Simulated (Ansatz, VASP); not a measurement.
## One calculation of LuSc2N3, two programs

```xyz
6
Lattice="2.9514 1.7040 3.1341 -2.9514 1.7040 3.1341 0.0000 -3.4079 3.1341" Properties=species:S:1:pos:R:3 pbc="T T T"
Lu    0.0000    0.0000    4.7011
Sc    0.0000    0.0000    1.9364
Sc    0.0000    0.0000    7.4657
N    -1.4757   -0.8520    3.1341
N     0.0000    1.7040    3.1341
N     1.4757   -0.8520    3.1341
```

Change from the starting cell: species swapped into the Eu2Al3Ag type (R-3m, No. 166).

Alike in both runs: functional PBE; k mesh 6 × 6 × 6; occupations gaussian, width 0.1 eV; no spin polarisation.

Ansatz relaxed the structure, and its values are those at the end. VASP's run is a single point on that final structure, the one shown.

```csv
,VASP,Ansatz
version,VASP 6.6.1,Ansatz 0.2.0
potentials or method,"VASP PAW PBE potentials, release 64 (Lu, Sc_sv, N)","scalar-relativistic, plane waves, PAW"
plane-wave cutoff (eV),520,420
valence electrons in the cell,62,62
```

|  | VASP | Ansatz | Ansatz less VASP |
| --- | --- | --- | --- |
| gap on the k mesh at the Fermi level (eV) | none | none | - |
| pressure (GPa) | 0.8 | 0.1 | -0.73 |
| rms of the force components (eV/Å) | 0.038 | 0.000 | -0.0378 |

A gap of «none» marks a metal or a gap that the smearing closes.

Spin-orbit coupling is left out, which matters for the levels of Lu.
